VASP 6.6.1 plane-wave DFT with PAW potentials for SnO (P4/nmm, 4-atom cell) at one fixed geometry, without spin polarisation, spin-orbit coupling or dispersion correction. The plane-wave cutoff is 520 eV, the k mesh 8 × 8 × 6 and the Gaussian smearing width 0.02 eV. Both gaps are taken from the levels at the points of this mesh.

| functional | potentials | gap on mesh (eV) | direct gap on mesh (eV) |
| --- | --- | --- | --- |
| LDA | VASP-PAW-LDA-potentials,-recommended | 0.086 | 1.955 |
| PBE | VASP-PAW-PBE-potentials,-recommended | 0.028 | 1.955 |
| PBEsol | VASP-PAW-PBE-potentials,-recommended | 0.010 | 1.901 |
| r2SCAN | VASP-PAW-PBE-potentials,-recommended | 0.141 | 2.288 |
| SCAN | VASP-PAW-PBE-potentials,-recommended | 0.119 | 2.253 |
| TB-mBJ | VASP-PAW-PBE-potentials,-recommended | 0.200 | 2.368 |

### Two gaps that respond differently

The atoms sit in the same places in every row, so the spread of the gaps reflects the description of the electrons. The column "gap on mesh" is the fundamental gap: the energy from the highest filled level to the lowest empty one, wherever in momentum space each of them lies. The column "direct gap on mesh" is the smallest such energy between two levels at the same crystal momentum $\mathbf{k}$. Heat can lift carriers across the first, while strong absorption of light has to wait roughly for the second.

In SnO the two are very different in size. The direct gap is about 2 eV with every functional, and the fundamental gap never exceeds 0.2 eV. The fundamental gap is therefore indirect: its two edges lie at different momenta.

The functionals fall into two groups. LDA, PBE and PBEsol work from the density and, in the last two, its gradient. SCAN, r2SCAN and TB-mBJ also use the kinetic-energy density, a local measure of how sharply the occupied orbitals vary. This second group gives the larger value of both gaps, but the gains are unequal. Measured from PBE, the direct gap grows by 0.30 to 0.41 eV and the indirect gap by only 0.09 to 0.17 eV.

### Why the second group opens the gap

Theory gives a reason for the common direction. The true gap of a solid contains a jump in the effective potential that occurs when an electron is added to a filled set of bands. The band energies of LDA, PBE and PBEsol leave this jump out, and their gaps are usually too small.

SCAN and r2SCAN contain the kinetic-energy density in their energy expression, so the operator that acts on the orbitals gains a term that responds to their slope and not only to their value. Part of the missing jump then appears directly in the band energies. TB-mBJ takes another route: it is a model potential built to give wider gaps. That it stands highest in both columns agrees with its purpose.

Between SCAN and r2SCAN the difference is small, about 0.02 eV in the indirect gap. The two functionals are close relatives, and the table offers no separate cause for their order. What needs explaining is why most of the extra direct gap fails to reach the indirect one.

### The indirect gap as a small remainder

Let $D$ be the direct gap, $G$ the indirect gap and $S$ the difference between them:

$$G = D - S .$$

The offset $S$ has two parts. One is the distance by which the lowest empty level lies below the empty level at the direct-gap point. The other is the distance by which the highest filled level lies above the filled level at that point. Neither part can be negative, and in SnO they add up to about 1.9 eV in PBE, almost as much as the direct gap itself.

A simpler system shows what sets such an offset. Take a straight chain of equal atoms, each with a filled s orbital and an empty p orbital that points sideways. Neighbouring s orbitals couple with strength $t_s$ and neighbouring p orbitals with strength $t_p$, and the two orbital energies lie $\Delta$ apart. The s band peaks where neighbouring orbitals have opposite signs, and the p band has its minimum where they have equal signs, so the gap is indirect:

$$G = \Delta - 2t_s - 2t_p, \qquad D = \Delta - 2\,|t_s - t_p| .$$

The offset of the chain is $4t_s$ or $4t_p$, whichever is smaller. It depends on the couplings and not on $\Delta$. A better functional that merely moved the empty orbital up would raise $\Delta$, and both gaps would gain the same amount. The chain also shows why a small indirect gap is sensitive to structure: moving the atoms apart weakens the couplings, shrinks the offset and opens the gap.

### Testing two simple pictures

The chain suggests a first picture for SnO, a rigid upward shift of all empty bands. The offset then keeps its PBE value. A second picture is a uniform stretch, in which all level spacings grow by one common factor, so that the ratio of the two gaps stays as it is in PBE. Both need only the PBE row as a starting point and the direct gap of the row to be predicted.

For r2SCAN the direct gap exceeds that of PBE by $2.288 - 1.955 = 0.333$ eV. The rigid shift adds all of this to the indirect gap of PBE:

$$G_\text{rigid} = 0.028 + 0.333 = 0.361\ \text{eV}.$$

The uniform stretch multiplies instead:

$$G_\text{stretch} = 0.028 \times \frac{2.288}{1.955} = 0.033\ \text{eV}.$$

The calculated value is 0.141 eV. The rigid shift is therefore 0.22 eV too high and the stretch 0.11 eV too low. The r2SCAN indirect gap played no part in setting up either estimate, so these are real misses. SCAN and TB-mBJ miss in the same directions, and the stretch fails most for TB-mBJ.

The failure is instructive because the truth lies between the two pictures. In r2SCAN the direct gap is 17 % larger than in PBE. A rigid shift would leave the offset unchanged, and a stretch would enlarge it by the same 17 %. It actually grows by 11 %, which is enough to absorb about two thirds of the gain in the direct gap.

A straight line summarises the outcome. A least-squares fit of the indirect gap against the direct gap, over the five rows that use PBE potentials, has a slope of 0.37. Those rows form two clusters, one for each group of functionals, so the line mostly joins the clusters and should not be read as a law. Its largest miss, 0.02 eV, belongs to TB-mBJ, although that row was part of the fit.

### Why the band edges move less

In the chain, every level of a band is made of the same orbital, so a change in that orbital's energy moves the whole band together. This is where the analogy ends. In a real crystal the make-up of a band changes with $\mathbf{k}$, and a correction that depends on where an electron sits moves some levels more than others. If both pairs of levels stay at the same momenta from one functional to the next, which the table does not show, the growing offset means that the two band edges are pushed apart less than the two levels at the direct-gap point.

The chemistry of divalent tin suggests why. The tin atom keeps its 5s pair, and the 5s orbital mixes with oxygen 2p orbitals. The lower, bonding mixture lies deep, while the upper, antibonding one is expected at the top of the filled bands. The lowest empty bands are mainly tin 5p. Both edges of the indirect gap thus have a large share on tin, and a correction that separates oxygen-like from tin-like levels would have less hold on them. The levels at the direct-gap point may be built differently: the filled one may be richer in oxygen, or the empty one may be less purely tin 5p. That last step is a guess, since the orbital make-up of the levels was not calculated.

One comparison favours an explanation that lies in the material. SCAN and r2SCAN act on the slope of each orbital as well as on its value, whereas TB-mBJ supplies an ordinary potential that simply multiplies every orbital. Yet the offset exceeds its PBE value by nearly the same amount in all three, 0.21 to 0.24 eV. The special operator of the SCAN family is therefore not needed to produce the effect, although similar numbers could still arise from different causes.

### The irregular rows: LDA, PBE and PBEsol

LDA breaks the link between the two gaps. Its direct gap equals that of PBE, but its indirect gap is larger by 0.058 eV. The whole difference therefore sits in the offset, and the line through the other five rows misses LDA by about that amount. LDA was also run with its own atomic potentials, while all other rows share the PBE set. The table cannot tell whether the functional or the potentials cause the difference.

The choice of starting row matters for this reason. Measured from PBE or PBEsol, 31 to 42 % of the gain in the direct gap reaches the indirect gap. Measured from LDA, the share is only 11 to 28 %. The firm result is that less than half arrives; the exact fraction is not a property of SnO.

PBE and PBEsol have indirect gaps of 0.028 and 0.010 eV, next to a smearing width of 0.02 eV. Smearing spreads the electron occupation over levels near the edge, so these two rows are not cleanly insulating as calculated. The smearing width is not an error bar on the levels themselves, but the table offers no separate cause for the small difference between these two gaps. The gaps are also read from a finite mesh of $\mathbf{k}$ points, which can miss the exact band edges, so the gap over all $\mathbf{k}$ is equal to the listed value or smaller. In PBE and PBEsol it may close altogether, and the small LDA gap is not secure either.

The lead of LDA over PBE belongs to this fixed cell. At these atomic positions the calculated pressure is −2.5 GPa in LDA, which would contract the crystal, and +4.4 GPa in PBE, which would expand it. The gap of SnO is known to widen as its layers move apart, as the chain would suggest. If each functional were allowed to choose its own cell, LDA should lose gap and PBE should gain it, and their order could reverse.

### What the numbers are good for

The measured indirect gap of SnO is roughly 0.7 eV, a recalled value good to one figure. Even TB-mBJ falls short of it by about 0.5 eV. Spin-orbit coupling and the motion of the atoms are absent from all rows, so the shortfall is not a clean measure of the functional's error. For a process that depends on how many carriers heat creates, none of these gaps should be used as an absolute input.

The second group lies above the first in both columns, but the lead is clear only in the direct gap. In the indirect gap SCAN stands just 0.03 eV above LDA, which is less than the spread within the first group. The gain seen in the direct gap must not be carried over to the indirect one, since the two are set by different pairs of levels. Which levels hold the indirect gap back remains open. The orbital make-up of the two band edges and of the two levels at the direct-gap point, compared between PBE and r2SCAN, would show whether their shared tin character is the reason.
